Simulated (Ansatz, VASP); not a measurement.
SrHg3O4 in VASP and in Ansatz

Contents of INCAR:

```
  PREC = Accurate
  ENCUT = 520
  EDIFF = 1E-6
  ISMEAR = 0
  SIGMA = 0.2
  LREAL = F
  LASPH = T
  NELM = 80
  ALGO = Normal
  ISIF = 2
  LWAVE = F
  LCHARG = F
  GGA = PE
  NBANDS = 45
```

File KPOINTS:

```
Automatic mesh
0
Gamma
  4 4 4
```

The input POSCAR:

```
SrHg3O4
1.0
    4.9911429859      0.0000000000      0.0000000000
    0.0000000000      4.9911429859      0.0000000000
    0.0000000000      0.0000000000      4.9911429859
Sr Hg O
1 3 4
Direct
    0.0000000000      0.0000000000      0.0000000000
    0.0000000000      0.5000000000      0.5000000000
    0.5000000000      0.0000000000      0.5000000000
    0.5000000000      0.5000000000      0.0000000000
    0.5000000000      0.0000000000      0.0000000000
    0.5000000000      0.5000000000      0.5000000000
    0.0000000000      0.0000000000      0.5000000000
    0.0000000000      0.5000000000      0.0000000000
```

Input for Ansatz:

```yaml
crystal:
  lattice:
    - [4.9911429859, 0.0, 0.0]
    - [0.0, 4.9911429859, 0.0]
    - [0.0, 0.0, 4.9911429859]
  atoms:
    - { symbol: Sr, position: [0.0, 0.0, 0.0] }
    - { symbol: Hg, position: [0.0, 0.5, 0.5] }
    - { symbol: Hg, position: [0.5, 0.0, 0.5] }
    - { symbol: Hg, position: [0.5, 0.5, 0.0] }
    - { symbol: O, position: [0.5, 0.0, 0.0] }
    - { symbol: O, position: [0.5, 0.5, 0.5] }
    - { symbol: O, position: [0.0, 0.0, 0.5] }
    - { symbol: O, position: [0.0, 0.5, 0.0] }
basis:
  ecutwfc: 420
kpoints:
  mp_grid: { grid: [4, 4, 4] }
hamiltonian:
  xc: pbe
scf:
  occupations: { method: gaussian, width: 0.2 }
  lower_state_search: "off"
output:
  forces: true
  stress: true
  eigenvalues: true
```

Alike in both runs: task single point; functional PBE; k mesh 4 × 4 × 4; occupations gaussian, width 0.2 eV; no spin polarisation.

|  | VASP | Ansatz |
| --- | --- | --- |
| version | VASP 6.6.1 | Ansatz 0.2.0 |
| potentials or method | VASP PAW PBE potentials, release 64 (Sr_sv, Hg, O) | scalar-relativistic, plane waves, PAW |
| plane-wave cutoff (eV) | 520 | 420 |
| valence electrons in the cell | 70 | 94 |

```csv
,VASP,Ansatz,Ansatz less VASP
gap on the k mesh at the Fermi level (eV),none,none,-
pressure (GPa),0.8,0.0,-0.76
```

A gap of «none» marks a metal or a gap that the smearing closes. The functional is the same, so the differences come from potentials, cutoffs and numerics. The two sets of potentials don't hold the same shells in valence.

Spin-orbit coupling is left out, which matters for the levels of Hg.
